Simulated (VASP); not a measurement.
Method: LDA (Ceperley-Alder, Perdew-Zunger), VASP's LDA PAW potentials (set 64) (plane waves; VASP).

Gaps are without spin-orbit coupling.

Task: Order these relaxed crystals by band gap, smallest first: C, Fd-3m (227); WS2, P6_3/mmc (194); CsBH4, F-43m (216); SrGaGeH, P3m1 (156).

Result: SrGaGeH, P3m1 (156) (0.32 eV), WS2, P6_3/mmc (194) (0.85 eV), C, Fd-3m (227) (4.16 eV), CsBH4, F-43m (216) (5.06 eV)
